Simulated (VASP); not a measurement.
Energy against volume of SrTiO3 (cubic perovskite). All values below come from PW91 GGA, VASP's PBE PAW potentials (set 64) (plane waves; VASP). Numerical set-up: 520 eV cut-off, 6×6×6 Γ-centred mesh, Gaussian smearing of 0.050 eV, potentials Sr_sv Ti_sv O.

```json
[
 {"V (Å³/atom)": "11.859", "E (eV/atom)": "-8.07441"},
 {"V (Å³/atom)": "12.226", "E (eV/atom)": "-8.08058"},
 {"V (Å³/atom)": "12.593", "E (eV/atom)": "-8.07499"},
 {"V (Å³/atom)": "12.960", "E (eV/atom)": "-8.05943"}
]
```

### Question
Fit these four points and predict the energy of the run at 11.493 Å³/atom.

### Answer
A cubic in V^(−2/3), the third-order Birch-Murnaghan form, passes through the four points with V0 = 12.22 Å³/atom and B0 = 171 GPa, and gives -8.0544 eV/atom there. The run gave -8.0544 eV/atom, +0.0 meV/atom from the fit; all five points give B0 = 171 GPa.

The compound is SrTiO3 in the cubic perovskite structure, the ideal cubic form; the compound distorts at low or room temperature. It was relaxed first.
